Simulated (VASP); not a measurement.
A run of VASP 6.6.1 is set up as follows.

The input INCAR:

```
SYSTEM = GaSb
PREC = Accurate
ENCUT = 520
EDIFF = 1E-6
ISMEAR = -1
SIGMA = 0.15
LREAL = .FALSE.
LASPH = .TRUE.
NELM = 100
ALGO = Fast
ISIF = 2
LWAVE = .FALSE.
LCHARG = .TRUE.
GGA = PE
LELF = .TRUE.
LVHAR = .TRUE.
NBANDS = 16
```

KPOINTS

```
regular mesh
0
G
  12 12 12
  0 0 0
```

POSCAR

```
GaSb
1.0
    0.0000000000      3.1078059735      3.1078059735
    3.1078059735      0.0000000000      3.1078059735
    3.1078059735      3.1078059735      0.0000000000
Ga Sb
1 1
Direct
    0.0000000000      0.0000000000      0.0000000000
    0.2500000000      0.2500000000      0.2500000000
```

Potentials or basis: VASP PAW PBE potentials, release 64 (Ga_d, Sb).

The run is started by

```bash
$ cat potpaw_PBE.64/Ga_d/POTCAR potpaw_PBE.64/Sb/POTCAR > POTCAR
$ mpirun -np 1 vasp_std > vasp.out
```

(1) Estimate the pressure.

(2) Predict the band gap on the k mesh.

## Answers

(1) 0.1 GPa.

(2) none (metal or under the smearing width).
